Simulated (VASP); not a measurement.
SrTiO3: stress against strain

SrTiO3 (cubic perovskite, Pm-3m, 11.831 Å³/atom and stress up to 0.24 GPa in the relaxed cell, cube axes along x, y and z) under a strain ε along a cube axis (axis z), the other axes held. PBEsol in VASP (plane waves, PAW), 600 eV, 8×8×8 Γ-centred mesh, Gaussian smearing 0.05 eV; ions are relaxed, or left where forces stay under 0.02 eV/Å, within the symmetry of each cell. Stress is positive for a compressed cell.

Here s stands for strain and y for stress zz.

```csv
strain (%),stress zz (GPa)
-1.50,5.40
-1.00,3.43
-0.50,1.54
0.00,-0.24
0.50,-1.93
1.00,-3.54
1.50,-5.06
3.00,?
```

Q: Using a straight line, estimate the missing y at s = 3.00 from the other rows, showing the fit.

A: Means: s 0, y -0.057. About the means, the sum of products is -24.395 and the sum of squares of s is 7.0000; the slope is their ratio. Least squares gives y = -0.057 - 3.4850·s. Residuals (row less fit): 0.230, 0.002, -0.145, -0.183, -0.131, 0.002, 0.225; standard error 0.187 (degrees of freedom: 5). The slope gives the elastic constant C11 = 348 ± 7 GPa (± standard error of the fit, which holds the terms cut off). At the withheld row, y = -0.057 - 3.4850 × 3.0 = -10.512 GPa. The calculation gives -9.15 GPa, 1.362 GPa above the prediction (9.4 % of the range of y in the table). The row lies outside the fitted rows, so this is an extrapolation. From the scatter of the fitted rows alone, a prediction at this place has a standard error of 0.291 GPa, so the miss is 4.7 times that.

A polynomial of degree 2 through the 12 other runs of the series gives -9.07 there, so most of the miss is curvature that the fit leaves out. The primitive cell can neither tilt nor turn polar against its symmetry, as such crystals can under strain. SrTiO3 is here the ideal cubic form; the compound distorts at low or room temperature. Rows are the converged runs of the series near zero and its far end; series whose fitted rows scatter by over a few per cent of the range, as at a crossing or softening among them, aren't shown in this form, nor equations of state whose B0' disagrees with the runs' pressures. Most that stay on the fit to the last digits aren't either.
